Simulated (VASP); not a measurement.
OSZICAR of a VASP run on Sc (hcp):

**OSZICAR**
```
       N       E                     dE             d eps       ncg     rms          rms(c)
DAV:   1     0.389459250966E+03    0.38946E+03   -0.11161E+04  3608   0.156E+03
DAV:   2     0.946183103317E+01   -0.38000E+03   -0.37437E+03  5046   0.662E+02
DAV:   3    -0.134583245458E+02   -0.22920E+02   -0.22561E+02  5981   0.189E+02
DAV:   4    -0.138791498988E+02   -0.42083E+00   -0.40963E+00  5573   0.239E+01
DAV:   5    -0.138856070533E+02   -0.64572E-02   -0.64620E-02  5945   0.292E+00    0.761E+00
DAV:   6    -0.126641461743E+02    0.12215E+01   -0.28732E+00  4517   0.221E+01    0.228E+00
DAV:   7    -0.125090124480E+02    0.15513E+00   -0.70575E-01  4671   0.999E+00    0.869E-01
DAV:   8    -0.124992135257E+02    0.97989E-02   -0.30344E-02  4944   0.261E+00    0.251E-01
DAV:   9    -0.124976750950E+02    0.15384E-02   -0.89757E-03  4685   0.116E+00    0.215E-02
DAV:  10    -0.124976934965E+02   -0.18402E-04   -0.13988E-04  6035   0.183E-01    0.909E-03
DAV:  11    -0.124976879856E+02    0.55109E-05   -0.42928E-06  5665   0.301E-02    0.247E-03
DAV:  12    -0.124976907357E+02   -0.27501E-05   -0.53306E-07  4140   0.803E-03    0.112E-03
DAV:  13    -0.124976901895E+02    0.54624E-06   -0.33831E-08  2675   0.354E-03    0.936E-05
DAV:  14    -0.124976901712E+02    0.18294E-07   -0.77222E-09  2416   0.238E-03
   1 F= -.12497690E+02 E0= -.12497690E+02  d E =0.000000E+00
```

Which electronic solver shows in the log?

It is blocked Davidson (ALGO = Normal, or the opening steps of other solvers). The INCAR had ALGO = Normal.

Can the final energy be trusted as converged?

The run converged. It stopped with EDIFF = 1E-7, NELM = 100 (PBE GGA, plane waves, VASP's PBE PAW potentials (set 64)).

The compound is Sc in the hcp structure. It was relaxed first.
